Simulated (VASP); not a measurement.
The system is Na4Hg.

```
Na Hg
1.0
     5.07558    0.00000    0.00000
     0.00000    5.07558    0.00000
     0.00000    0.00000    5.07558
Na Hg
4 1
Direct
  0.00000 0.00000 0.00000
  0.00000 0.50000 0.50000
  0.50000 0.00000 0.50000
  0.50000 0.50000 0.00000
  0.50000 0.50000 0.50000
```

The cell was built by a generator and needn't be a form met in nature.

The cell isn't the ideal one: random cell by space group and Wyckoff sites (Pm-3m, No. 221).

```yaml
Program: VASP 6.6.1
Task: relaxation of cell and atoms
Functional: PBE
Potentials_or_basis: VASP PAW PBE potentials, release 64 (Na_pv, Hg)
Cutoff: 600 eV
k_mesh: 4 × 4 × 4
Occupations: gaussian, width 0.1 eV
Spin: no spin polarisation
```

At the start: pressure 10.5 GPa; volume 26.15 Å³/atom.

Q: How do energy, volume and symmetry change on relaxing?

A: Over 5 steps the energy falls by 313.3 meV/atom and the volume is 40.70 Å³/atom (+55.7 %); space group Pm-3m (No. 221, to 0.05 Å).

Step by step:
```csv
step,energy change (eV),largest force (eV/Å),pressure (GPa),volume (Å³)
1,0.0000,0.0000,10.46,130.75
2,-1.3084,0.0000,2.84,165.79
3,-1.5334,0.0000,0.85,186.51
4,-1.4394,0.0000,-1.09,232.98
5,-1.5663,0.0000,-0.15,203.52
```

Final structure:
```
Na Hg
1.0
     5.88219    0.00000    0.00000
     0.00000    5.88219    0.00000
     0.00000    0.00000    5.88219
Na Hg
4 1
Direct
  0.00000 0.00000 0.00000
  0.00000 0.50000 0.50000
  0.50000 0.00000 0.50000
  0.50000 0.50000 0.00000
  0.50000 0.50000 0.50000
```

Caveat: the volume moved by over 15 % at a fixed basis, so the end points are rough.
